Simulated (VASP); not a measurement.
VASP ran on this input.

KPOINTS:
```
Automatic mesh
0
Gamma
10 10 6
0 0 0
```

INCAR:
```
SYSTEM = W2C
PREC = Accurate
ENCUT = 400
EDIFF = 1E-6
NELM = 100
ALGO = Normal
LREAL = .FALSE.
LASPH = .TRUE.
ISMEAR = 0
SIGMA = 0.1
GGA = PE
LMAXMIX = 6
LWAVE = .FALSE.
LCHARG = .FALSE.
ISIF = 2
```

### POSCAR
```
W2C
1
    3.1016720000     0.0000000000     0.0000000000
   -1.5508360000     2.6861260000     0.0000000000
    0.0000000000     0.0000000000     4.7266180000
W C
2 1
Direct
  0.3333330000   0.6666670000   0.7463300000
  0.6666670000   0.3333330000   0.2536700000
  0.0000000000   0.0000000000   0.0000000000
```

POTCAR, in this order: W_sv C (PBE.64 set). Program: vasp_std.

Translate this PBE calculation to Ansatz.

One equivalent input (not run):
Ansatz 0.2 input:
```yaml
crystal:
  lattice:
    - [3.1016720, 0.0000000, 0.0000000]
    - [-1.5508360, 2.6861260, 0.0000000]
    - [0.0000000, 0.0000000, 4.7266180]
  atoms:
    - { symbol: W, position: [0.3333330, 0.6666670, 0.7463300] }
    - { symbol: W, position: [0.6666670, 0.3333330, 0.2536700] }
    - { symbol: C, position: [0.0000000, 0.0000000, 0.0000000] }
kpoints:
  mp_grid: { grid: [10, 10, 6] }
hamiltonian:
  xc: pbe
  pseudopotentials: { kind: paw }
scf:
  occupations: { method: gaussian, width: 0.1 }
  max_iter: 100
output: { forces: true, stress: true, eigenvalues: true }
```
The two are equivalent in intent, not identical: each code has its own PAW files, so the cut-off isn't converted (ENCUT is set for VASP's; basis.ecutwfc is left out, and Ansatz then takes the one that its files recommend); Ansatz stops its SCF on the density residual and VASP on the energy change (EDIFF).

The structure comes from a computed database's W2C entry; how it stands against other phases isn't given here. The cell was not relaxed at this level.
